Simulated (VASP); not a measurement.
Crystal: WSe2.

```
W Se
1.0
     3.29000    0.00000    0.00000
    -1.64500    2.84922    0.00000
     0.00000    0.00000   12.97000
W Se
2 4
Cartesian
  0.0000 1.8995 3.2425
  1.6450 0.9497 9.7275
  0.0000 1.8995 8.0544
  1.6450 0.9497 1.5694
  0.0000 1.8995 11.4006
  1.6450 0.9497 4.9156
```

```yaml
Program: VASP 6.6.1
Task: relaxation of cell and atoms
Functional: PBE
Potentials_or_basis: VASP PAW PBE potentials, release 64 (W, Se)
Cutoff: 300 eV
k_mesh: 5 × 5 × 1
Occupations: gaussian, width 0.03 eV
Spin: no spin polarisation
```

At the start: pressure 3.2 GPa; volume 20.26 Å³/atom.

Where does the relaxation end?

Over 21 steps the energy falls by 20.7 meV/atom and the volume is 23.23 Å³/atom (+14.7 %); space group P6_3/mmc (No. 194, to 0.05 Å).

Step by step:
| step | energy change (eV) | largest force (eV/Å) | pressure (GPa) | volume (Å³) |
| --- | --- | --- | --- | --- |
| 1 | 0.0000 | 0.0867 | 3.24 | 121.58 |
| 2 | 0.0571 | 0.9661 | -4.89 | 128.93 |
| 3 | -0.0264 | 0.3161 | 0.07 | 124.16 |
| 4 | -0.0415 | 0.2434 | -0.02 | 125.17 |
| 5 | -0.0660 | 0.0244 | -0.16 | 128.23 |
| 6 | -0.0795 | 0.0438 | -0.05 | 128.70 |
| 7 | -0.1004 | 0.0973 | 0.41 | 130.04 |
| 8 | -0.1014 | 0.1114 | 0.54 | 130.36 |
| 9 | -0.1094 | 0.1586 | -0.08 | 132.41 |
| 10 | -0.1140 | 0.2134 | -0.76 | 134.92 |
| 11 | -0.1190 | 0.1129 | -0.36 | 135.53 |
| 12 | -0.1215 | 0.0015 | 0.10 | 136.20 |
| 13 | -0.1217 | 0.0326 | 0.22 | 136.38 |
| 14 | -0.1222 | 0.0316 | 0.16 | 136.85 |
| 15 | -0.1229 | 0.0292 | 0.02 | 138.00 |
| 16 | -0.1226 | 0.0304 | -0.23 | 140.32 |
| 17 | -0.1230 | 0.0325 | -0.08 | 138.93 |
| 18 | -0.1238 | 0.0008 | -0.12 | 139.29 |
| 19 | -0.1239 | 0.0203 | -0.15 | 139.51 |
| 20 | -0.1240 | 0.0201 | 0.16 | 139.29 |
| 21 | -0.1240 | 0.0018 | 0.02 | 139.39 |

Final structure:
```
W Se
1.0
     3.31505    0.00000    0.00000
    -1.65752    2.87091    0.00000
     0.00000    0.00000   14.64656
W Se
2 4
Direct
  0.33333 0.66667 0.25000
  0.66667 0.33333 0.75000
  0.33333 0.66667 0.63553
  0.66667 0.33333 0.13553
  0.33333 0.66667 0.86447
  0.66667 0.33333 0.36447
```

Caveat: the k mesh is coarse (spacing up to 0.48 Å⁻¹), so the values aren't converged; this functional lacks dispersion, which binds the layers, so the pressure and a relaxed spacing across them are unreliable; the volume moved by +15 % from the deposited cell, more than functionals usually miss.
